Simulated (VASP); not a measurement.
Level of theory: r2SCAN meta-GGA, VASP's PBE PAW potentials (set 64) (plane waves; VASP 6.6.1).

VASP input:

File KPOINTS_OPT:
```
k-points along high-symmetry lines
6
Line-mode
Reciprocal
  0.000000   0.000000   0.000000 ! GAMMA
 -0.000000   0.500000   0.000000 ! M

 -0.000000   0.500000   0.000000 ! M
 -0.333333   0.666667   0.000000 ! K

 -0.333333   0.666667   0.000000 ! K
  0.000000   0.000000   0.000000 ! GAMMA

  0.000000   0.000000   0.000000 ! GAMMA
  0.000000   0.000000   0.500000 ! A

  0.000000   0.000000   0.500000 ! A
 -0.000000   0.500000   0.500000 ! L

 -0.000000   0.500000   0.500000 ! L
 -0.333333   0.666667   0.500000 ! H

 -0.333333   0.666667   0.500000 ! H
  0.000000   0.000000   0.500000 ! A

 -0.000000   0.500000   0.500000 ! L
 -0.000000   0.500000   0.000000 ! M

 -0.333333   0.666667   0.500000 ! H
 -0.333333   0.666667   0.000000 ! K
```

File KPOINTS:
```
Automatic mesh
0
Gamma
13 13 11
0 0 0
```

INCAR:
```
SYSTEM = TiB2
PREC = Accurate
ENCUT = 520
EDIFF = 1E-7
NELM = 100
ALGO = Normal
LREAL = .FALSE.
LASPH = .TRUE.
ISMEAR = -5
METAGGA = R2SCAN
LMIXTAU = .TRUE.
LMAXMIX = 4
LWAVE = .FALSE.
LCHARG = .FALSE.
LORBIT = 11
NEDOS = 601
ISIF = 2
LEFG = .TRUE.
```

File POSCAR:
```
TiB2
1
    1.5130117339    -2.6206132222     0.0000000000
    1.5130117339     2.6206132222    -0.0000000000
   -0.0000000000     0.0000000000     3.2295490441
Ti B
1 2
Direct
  0.0000000000   0.0000000000   1.0000000000
  0.3333330000   0.6666670000   0.5000000000
  0.6666670000   0.3333330000   0.5000000000
```

POTCAR, in this order: Ti_sv B (PBE.64 set). Program: vasp_std.

The resulting files:

### OUTCAR
```
 ion  position               nearest neighbor table
   1  0.000  0.000  0.000-   2 2.38   3 2.38   2 2.38   3 2.38   3 2.38   3 2.38   2 2.38   2 2.38
                             3 2.38   3 2.38   2 2.38   2 2.38
   2  0.333  0.667  0.500-   3 1.75   3 1.75   3 1.75   1 2.38   1 2.38   1 2.38   1 2.38   1 2.38
                             1 2.38
   3  0.667  0.333  0.500-   2 1.75   2 1.75   2 1.75   1 2.38   1 2.38   1 2.38   1 2.38   1 2.38
                             1 2.38
  LATTYP: Found a hexagonal cell.
 ALAT       =     3.0260234909
 C/A-ratio  =     1.0672584181
 Subroutine PRICEL returns:
 Original cell was already a primitive cell.
 Subroutine GETGRP returns: Found 24 space group operations
The static configuration has the point symmetry D_6h.
The dynamic configuration has the point symmetry D_6h.
 Subroutine INISYM returns: Found 24 space group operations
 Subroutine IBZKPT returns following result:
 Found    126 irreducible k-points:

 Following reciprocal coordinates:
            Coordinates               Weight
  0.000000  0.000000  0.000000      1.000000
  0.076923  0.000000  0.000000      6.000000
  0.153846 -0.000000  0.000000      6.000000
  0.230769 -0.000000  0.000000      6.000000
  0.307692 -0.000000  0.000000      6.000000
  0.384615 -0.000000  0.000000      6.000000
  0.461538 -0.000000  0.000000      6.000000
  0.076923  0.076923  0.000000      6.000000
  0.153846  0.076923  0.000000     12.000000
  0.230769  0.076923  0.000000     12.000000
  0.307692  0.076923  0.000000     12.000000
  0.384615  0.076923  0.000000     12.000000
  0.461538  0.076923  0.000000      6.000000
  0.153846  0.153846  0.000000      6.000000
  0.230769  0.153846  0.000000     12.000000
  0.307692  0.153846  0.000000     12.000000
  0.384615  0.153846  0.000000     12.000000
  0.230769  0.230769  0.000000      6.000000
  0.307692  0.230769  0.000000     12.000000
...
```

OSZICAR:
```
       N       E                     dE             d eps       ncg     rms          rms(c)
DAV:   1     0.121976741326E+03    0.12198E+03   -0.95792E+03  3284   0.163E+03
DAV:   2    -0.294321143788E+02   -0.15141E+03   -0.14842E+03  3341   0.406E+02
DAV:   3    -0.391382786949E+02   -0.97062E+01   -0.96108E+01  4922   0.978E+01
DAV:   4    -0.394625575640E+02   -0.32428E+00   -0.32332E+00  4172   0.164E+01
DAV:   5    -0.394731999735E+02   -0.10642E-01   -0.10654E-01  4932   0.261E+00    0.178E+01
DAV:   6    -0.308724466618E+02    0.86008E+01   -0.25972E+01  4492   0.730E+01    0.323E+00
DAV:   7    -0.309039346745E+02   -0.31488E-01   -0.16593E+00  3602   0.160E+01    0.297E+00
DAV:   8    -0.308235880108E+02    0.80347E-01   -0.76013E-01  3856   0.108E+01    0.142E+00
DAV:   9    -0.308164297303E+02    0.71583E-02   -0.10244E+00  3854   0.137E+01    0.125E+00
DAV:  10    -0.309702840918E+02   -0.15385E+00   -0.25524E-01  4000   0.516E+00    0.324E-01
DAV:  11    -0.309707967076E+02   -0.51262E-03   -0.69491E-03  3496   0.102E+00    0.263E-01
DAV:  12    -0.309706105225E+02    0.18619E-03   -0.70229E-04  3756   0.352E-01    0.511E-02
DAV:  13    -0.309708163061E+02   -0.20578E-03   -0.17198E-03  3756   0.429E-01    0.330E-02
DAV:  14    -0.309709606488E+02   -0.14434E-03   -0.20451E-04  4202   0.197E-01    0.286E-02
DAV:  15    -0.309709208711E+02    0.39778E-04   -0.23781E-04  3791   0.188E-01    0.201E-02
DAV:  16    -0.309709982581E+02   -0.77387E-04   -0.50814E-05  4523   0.971E-02    0.135E-02
DAV:  17    -0.309710064902E+02   -0.82322E-05   -0.84525E-06  3791   0.324E-02    0.361E-03
DAV:  18    -0.309710112729E+02   -0.47827E-05   -0.26725E-06  3866   0.232E-02    0.929E-04
DAV:  19    -0.309710097970E+02    0.14759E-05   -0.16051E-07  2462   0.596E-03    0.148E-03
DAV:  20    -0.309710094878E+02    0.30916E-06   -0.53096E-08  1793   0.338E-03    0.603E-04
DAV:  21    -0.309710094969E+02   -0.91363E-08   -0.14544E-08  1723   0.143E-03
   1 F= -.30971009E+02 E0= -.30971009E+02  d E =0.000000E+00
       N       E                     dE             ncg
```

OUTCAR:
```
------------------------ aborting loop because EDIFF is reached ----------------------------------------
  FORCE on cell =-STRESS in cart. coord.  units (eV):
  Direction    XX          YY          ZZ          XY          YZ          ZX
  --------------------------------------------------------------------------------------
  Total        0.0697290      0.0697290     -0.0783040      0.0000000      0.0000000      0.0000000
  in kB        4.3622131      4.3622132     -4.8986633      0.0000000      0.0000000      0.0000000
  external PRESSURE =       1.2752543 kB  Pullay stress =       0.0000000 kB
  volume of cell :       25.61
      direct lattice vectors                 reciprocal lattice vectors
     1.513011734 -2.620613222  0.000000000     0.330466703 -0.190795038  0.000000000
     1.513011734  2.620613222  0.000000000     0.330466703  0.190795038  0.000000000
     0.000000000  0.000000000  3.229549044     0.000000000  0.000000000  0.309640754
 POSITION                                       TOTAL-FORCE (eV/Angst)
 -----------------------------------------------------------------------------------
      0.00000      0.00000      0.00000        -0.000000      0.000000      0.000000
      1.51301      0.87354      1.61477         0.000000     -0.000000      0.000000
      1.51301     -0.87354      1.61477        -0.000000      0.000000     -0.000000
 -----------------------------------------------------------------------------------
    total drift:                                0.000000     -0.000000      0.000000
  FREE ENERGIE OF THE ION-ELECTRON SYSTEM (eV)
  ---------------------------------------------------
  free  energy   TOTEN  =       -30.9710094969 eV

  energy  without entropy=      -30.9710094969  energy(sigma->0) =      -30.97100950

 total charge

# of ion       s       p       d       tot
------------------------------------------
    1        2.174   6.214   2.001  10.389
    2        0.702   1.330   0.000   2.032
    3        0.702   1.330   0.000   2.032
--------------------------------------------------
tot          3.579   8.873   2.001  14.453
```
(Selected blocks of OUTCAR.)

For a metal the tetrahedron method with Blöchl corrections gives inexact stress and forces.

The compound is TiB2 in the AlB2 type structure. It was relaxed first.
